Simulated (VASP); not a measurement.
VASP runs on Pt2C (space group P-3m1) share one base input (PBE GGA, plane waves, VASP's PBE PAW potentials (set 64)) and change the settings named in each case.

KPOINTS:
```
Automatic mesh
0
Gamma
9 9 5
0 0 0
```

INCAR:
```
! general
SYSTEM  = Pt2C
PREC    = Accurate
ENCUT   = 400
LREAL   = .False.   ! projection in real space or not
LASPH   = .True.   ! aspherical one-centre terms

! electronic loop
EDIFF   = 1E-6
NELM    = 100
ALGO    = Normal
LMAXMIX = 6

! smearing
ISMEAR  = 0   ! Gaussian
SIGMA   = 0.136

! functional
GGA     = PE   ! PBE

! ions
ISIF    = 2

! output
LWAVE   = .False.
LCHARG  = .False.
```

POSCAR:
```
Pt2C
1
    3.0116670000     0.0000000000     0.0000000000
   -1.5058330000     2.6081800000     0.0000000000
    0.0000000000     0.0000000000     4.8584440000
C Pt
1 2
Direct
  0.0000000000   0.0000000000   0.0000000000
  0.3333330000   0.6666670000   0.2520000000
  0.6666670000   0.3333330000   0.7480000000
```

POTCAR, in this order: C Pt (PBE.64 set). Program: vasp_std.

```json
[
 {"change": "base run", "E(σ→0) (eV/atom)": "-6.3615", "pressure (GPa)": "6.35", "largest force (eV/Å)": "0.708", "−TS (eV)": "-0.0117"},
 {"change": "GGA = PS", "E(σ→0) (eV/atom)": "-7.1137", "pressure (GPa)": "-2.75", "largest force (eV/Å)": "0.517", "−TS (eV)": "-0.0118"},
 {"change": "GGA_COMPAT = .FALSE., LNONCOLLINEAR = .TRUE., LSORBIT = .TRUE., MAGMOM = 0.0 0.0 0.0 0.0 0.0 0.0 0.0 0.0 0.0, program vasp_ncl", "E(σ→0) (eV/atom)": "-6.6074", "pressure (GPa)": "6.76", "largest force (eV/Å)": "0.787", "−TS (eV)": "-0.0103"},
 {"change": "KPOINTS 3×3×2 Γ-centred mesh", "E(σ→0) (eV/atom)": "-6.5336", "pressure (GPa)": "0.83", "largest force (eV/Å)": "1.246", "−TS (eV)": "-0.0162"}
]
```
 Energies of different potentials or functionals have different zeros.  Unless said otherwise, spin-orbit coupling is left out, though it shifts the bands of the heavy elements here. At 400 eV the pressure can carry a Pulay error.

Left out are runs that ran out of time, are held back, or changed the cell or the kind of run, fixed moments of cells without a moment, rows past the twelfth, gaps on odd meshes, pressures of charged cells and columns that move by less than the noise.

The structure was generated: Pt2C was put into an ordered model structure, which need not be its known phase. The cell was not relaxed at this level, forces remain on its atoms.
